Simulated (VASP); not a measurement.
Data:

```xyz
1
Lattice="0.0000 1.9715 1.9715 1.9715 0.0000 1.9715 1.9715 1.9715 0.0000" Properties=species:S:1:pos:R:3 pbc="T T T"
Pt     0.0000     0.0000     0.0000
```

The numbers are results of MS2 meta-GGA, VASP's PBE PAW potentials (set 64) (plane waves; VASP), not measurements. Run with 520 eV cut-off, 16×16×16 Γ-centred mesh, first-order Methfessel-Paxton smearing of 0.10 eV, potentials Pt.

### Question
Give the stress tensor in GPa (positive for a compressed cell).

### Answer

```
-8.18   0.00   0.00
 0.00  -8.18   0.00
 0.00   0.00  -8.18
```
The pressure is its mean diagonal, -8.18 GPa.

The compound is Pt in the fcc structure. This cell is one point of a volume scan, at 1.03 of the reference volume.
